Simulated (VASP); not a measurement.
Consider the following.

```xyz
3
Lattice="0.0000 2.7407 2.7407 2.7407 0.0000 2.7407 2.7407 2.7407 0.0000" Properties=species:S:1:pos:R:3 pbc="T T T"
Li     1.3703     1.3703     1.3703
Li     4.1110     4.1110     4.1110
S      0.0000     0.0000     0.0000
```

The numbers are results of PBE GGA with D3 dispersion (zero damping), VASP's PBE PAW potentials (set 64) (plane waves; VASP 6.6.1), not measurements. Run with 520 eV cut-off, 7×7×7 Γ-centred mesh, Gaussian smearing of 0.050 eV, potentials Li_sv S.

Question: Give the stress tensor in GPa (positive for a compressed cell).

Answer: 
```
3.30  0.00  0.00
0.00  3.30  0.00
0.00  0.00  3.30
```
The pressure is its mean diagonal, 3.30 GPa.

The compound is Li2S in the antifluorite structure. This cell is one point of a volume scan, at 0.94 of the reference volume.
